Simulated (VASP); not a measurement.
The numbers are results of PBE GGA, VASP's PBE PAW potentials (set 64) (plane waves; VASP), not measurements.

VASP ran on this input.

File KPOINTS:
```
Automatic mesh
0
Gamma
8 8 12
0 0 0
```

**INCAR**
```
# general
SYSTEM  = PbO2
PREC    = Normal
ENCUT   = 450
LREAL   = .FALSE.
LASPH   = .TRUE.

# electronic loop
EDIFF   = 1E-5   # SCF stop (eV)
NELM    = 100   # most electronic steps
NELMIN  = 4
ALGO    = Fast
LMAXMIX = 4

# smearing
ISMEAR  = 1   # Methfessel-Paxton
SIGMA   = 0.1   # width (eV)

# functional
GGA     = PE   # PBE

# ions
IBRION  = 2
NSW     = 20
ISIF    = 2
EDIFFG  = -0.03   # ionic stop

# output
LWAVE   = .FALSE.
LCHARG  = .FALSE.
```

File POSCAR:
```
PbO2
1
    5.0833507006     0.0000000000     0.0000000000
    0.0000000000     5.0833507006     0.0000000000
    0.0000000000     0.0000000000     3.4476588339
Pb O
2 4
Direct
  0.0000000000   0.0000000000   0.0000000000
  0.5000000000   0.5000000000   0.5000000000
  0.3070000000   0.3070000000   0.0000000000
  0.8070000000   0.1930000000   0.5000000000
  0.1930000000   0.8070000000   0.5000000000
  0.6930000000   0.6930000000   0.0000000000
```

POTCAR, in this order: Pb_d O (PBE.64 set). Program: vasp_std.

Unless said otherwise, spin-orbit coupling is left out, though it shifts the bands of the heavy elements here.

Problem. What does the run give for the energy per atom (σ→0), band gap (on the k-mesh)?

Solution. 
The energy per atom (σ→0) is -5.314 eV/atom and the band gap (on the k-mesh) comes out as none (metal, semimetal or under 0.01 eV).

**OSZICAR**
```
...
   2 F= -.31885534E+02 E0= -.31885640E+02  d E =-.103408E-02
       N       E                     dE             d eps       ncg     rms          rms(c)
DAV:   1    -0.318854041622E+02    0.12561E-03   -0.11635E-01  7798   0.199E+00    0.504E-02
RMM:   2    -0.318856549529E+02   -0.25079E-03   -0.26720E-03  7098   0.374E-01    0.216E-02
RMM:   3    -0.318856818108E+02   -0.26858E-04   -0.43999E-04  6905   0.180E-01    0.146E-02
RMM:   4    -0.318856857693E+02   -0.39585E-05   -0.11132E-04  5866   0.759E-02    0.369E-03
RMM:   5    -0.318856866963E+02   -0.92699E-06   -0.19393E-05  4152   0.380E-02
   3 F= -.31885687E+02 E0= -.31885786E+02  d E =-.118695E-02
```

The compound is PbO2 in the rutile structure. This run relaxes the ions in a fixed cell. Symmetry was kept, so distortions that lower it aren't found.
